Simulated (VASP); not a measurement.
VASP ran on this input.

POSCAR:
```
Ni3Si
1
    3.5247630000     0.0000000000     0.0000000000
    0.0000000000     3.5247630000     0.0000000000
    0.0000000000     0.0000000000     3.5247630000
Si Ni
1 3
Direct
  0.0000000000   0.0000000000   0.0000000000
  0.0000000000   0.5000000000   0.5000000000
  0.5000000000   0.0000000000   0.5000000000
  0.5000000000   0.5000000000   0.0000000000
```

INCAR:
```
SYSTEM = Ni3Si
PREC = Accurate
ENCUT = 300
EDIFF = 1E-6
NELM = 100
ALGO = Normal
LREAL = .FALSE.
LASPH = .TRUE.
ISMEAR = 0
SIGMA = 0.272
GGA = PE
LMAXMIX = 4
LWAVE = .FALSE.
LCHARG = .FALSE.
ISIF = 2
```

**KPOINTS**
```
Regular mesh
0
gamma
  7 7 7
0 0 0
```

POTCAR, in this order: Si Ni (PBE.64 set). Program: vasp_std.

Problem. Translate this PBE calculation to Ansatz.

Solution. One equivalent input (not run):
Ansatz 0.2 input:
```yaml
crystal:
  lattice:
    - [3.5247630, 0.0000000, 0.0000000]
    - [0.0000000, 3.5247630, 0.0000000]
    - [0.0000000, 0.0000000, 3.5247630]
  atoms:
    - { symbol: Si, position: [0.0000000, 0.0000000, 0.0000000] }
    - { symbol: Ni, position: [0.0000000, 0.5000000, 0.5000000] }
    - { symbol: Ni, position: [0.5000000, 0.0000000, 0.5000000] }
    - { symbol: Ni, position: [0.5000000, 0.5000000, 0.0000000] }
kpoints:
  mp_grid: { grid: [7, 7, 7] }
hamiltonian:
  xc: pbe
  pseudopotentials: { kind: paw }
scf:
  occupations: { method: gaussian, width: 0.272 }
  max_iter: 100
output: { forces: true, stress: true, eigenvalues: true }
```
Limits of the translation: each code has its own PAW files, so the cut-off isn't converted (ENCUT is set for VASP's; basis.ecutwfc is left out, and Ansatz then takes the one that its files recommend); Ansatz stops its SCF on the density residual and VASP on the energy change (EDIFF).

The structure is a typed Ni3Si crystal (Pm-3m). The cell was not relaxed at this level, and its volume differs by -5.9 % from the start's.
